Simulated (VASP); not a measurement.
Output of a VASP run:

File OSZICAR:
```
       N       E                     dE             d eps       ncg     rms          rms(c)
DAV:   1     0.134716302101E+03    0.13472E+03   -0.10549E+04  1259   0.206E+03
DAV:   2     0.169307505788E+02   -0.11779E+03   -0.11226E+03  1462   0.423E+02
DAV:   3     0.894755621485E+01   -0.79832E+01   -0.78037E+01  1597   0.129E+02
DAV:   4     0.864406721564E+01   -0.30349E+00   -0.30280E+00  1966   0.264E+01
DAV:   5     0.863803637538E+01   -0.60308E-02   -0.60268E-02  1776   0.392E+00    0.123E+01
DAV:   6    -0.172505810503E+02   -0.25889E+02   -0.57477E+01  1227   0.848E+01    0.121E+01
DAV:   7    -0.171443605304E+02    0.10622E+00   -0.36872E+00  1471   0.337E+01    0.151E+01
DAV:   8    -0.163833508074E+02    0.76101E+00   -0.56742E+00  1543   0.517E+01    0.378E+00
DAV:   9    -0.163902471990E+02   -0.68964E-02   -0.45602E-01  1431   0.682E+00    0.206E+00
DAV:  10    -0.163124291644E+02    0.77818E-01   -0.35068E-01  1709   0.126E+01    0.154E+00
DAV:  11    -0.163417575254E+02   -0.29328E-01   -0.33158E-02  1287   0.198E+00    0.115E+00
DAV:  12    -0.163341149995E+02    0.76425E-02   -0.25568E-02  1594   0.382E+00    0.400E-01
DAV:  13    -0.161610766743E+02    0.17304E+00   -0.21942E-01  1222   0.671E+00    0.164E-01
DAV:  14    -0.163378572210E+02   -0.17678E+00   -0.19426E-01  1222   0.607E+00    0.256E-01
DAV:  15    -0.163361146465E+02    0.17426E-02   -0.12280E-03  1640   0.479E-01    0.164E-01
DAV:  16    -0.163377731186E+02   -0.16585E-02   -0.24125E-04  1322   0.207E-01    0.956E-02
DAV:  17    -0.163378112253E+02   -0.38107E-04   -0.74119E-05  1580   0.186E-01    0.615E-02
DAV:  18    -0.163378979285E+02   -0.86703E-04   -0.39486E-05  1736   0.113E-01    0.402E-02
DAV:  19    -0.163378561349E+02    0.41794E-04   -0.28904E-05  1651   0.115E-01    0.229E-02
DAV:  20    -0.163379007641E+02   -0.44629E-04   -0.16141E-05  1752   0.706E-02    0.361E-03
DAV:  21    -0.163379010287E+02   -0.26456E-06   -0.79446E-07  1442   0.137E-02    0.394E-03
DAV:  22    -0.163379028235E+02   -0.17949E-05   -0.41823E-07  1500   0.132E-02    0.198E-03
DAV:  23    -0.163379023630E+02    0.46054E-06   -0.12845E-07   884   0.665E-03    0.480E-04
DAV:  24    -0.163379027069E+02   -0.34392E-06   -0.35173E-08   656   0.225E-03    0.217E-04
DAV:  25    -0.163379026399E+02    0.67059E-07   -0.56935E-09   651   0.100E-03
   1 F= -.16337903E+02 E0= -.16337149E+02  d E =-.226071E-02
```

**OUTCAR**
```
------------------------ aborting loop because EDIFF is reached ----------------------------------------
  FORCE on cell =-STRESS in cart. coord.  units (eV):
  Direction    XX          YY          ZZ          XY          YZ          ZX
  --------------------------------------------------------------------------------------
  Total        2.7037564      2.7037564      2.7037564      0.0000000      0.0000000     -0.0000000
  in kB      118.8224850    118.8224850    118.8224850      0.0000000      0.0000000     -0.0000000
  external PRESSURE =     118.8224850 kB  Pullay stress =       0.0000000 kB
  volume of cell :       36.46
      direct lattice vectors                 reciprocal lattice vectors
     0.000000000  2.631781563  2.631781563    -0.189985372  0.189985372  0.189985372
     2.631781563  0.000000000  2.631781563     0.189985372 -0.189985372  0.189985372
     2.631781563  2.631781563  0.000000000     0.189985372  0.189985372 -0.189985372
 POSITION                                       TOTAL-FORCE (eV/Angst)
 -----------------------------------------------------------------------------------
      1.31589      1.31589      1.31589        -0.000000     -0.000000     -0.000000
      3.94767      3.94767      3.94767         0.000000      0.000000      0.000000
      0.00000      0.00000      0.00000         0.000000      0.000000      0.000000
 -----------------------------------------------------------------------------------
    total drift:                               -0.000000     -0.000000      0.000000
  FREE ENERGIE OF THE ION-ELECTRON SYSTEM (eV)
  ---------------------------------------------------
  free  energy   TOTEN  =       -16.3379026399 eV

  energy  without entropy=      -16.3356419336  energy(sigma->0) =      -16.33714907
```
(Selected blocks of OUTCAR.)

### POSCAR
```
NiSi2
1
    0.0000000000     2.6317815633     2.6317815633
    2.6317815633     0.0000000000     2.6317815633
    2.6317815633     2.6317815633     0.0000000000
Si Ni
2 1
Direct
  0.2500000000   0.2500000000   0.2500000000
  0.7500000000   0.7500000000   0.7500000000
  0.0000000000   1.0000000000   0.0000000000
```

Task: Write an INCAR and KPOINTS that could have produced this output.

Result: One answer among several that fit: the input of the run itself, revTPSS meta-GGA, plane waves, VASP's PBE PAW potentials (set 64).

**INCAR**
```
ALGO=Normal
EDIFF=1E-7
ENCUT=520
ISIF=2
ISMEAR=1
LASPH=.True.
LCHARG=.False.
LMAXMIX=4
LMIXTAU=.True.
LREAL=.False.
LWAVE=.False.
METAGGA=RTPSS
NELM=100
PREC=Accurate
SIGMA=0.1
SYSTEM=NiSi2
```

KPOINTS:
```
kpoints
0
G
10 10 10
0 0 0
```

POTCAR, in this order: Si Ni (PBE.64 set). Program: vasp_std.

The compound is NiSi2 in the fluorite structure. This cell is one point of a volume scan, at 0.94 of the reference volume. The run is not spin-polarised, so no magnetic state was tried.
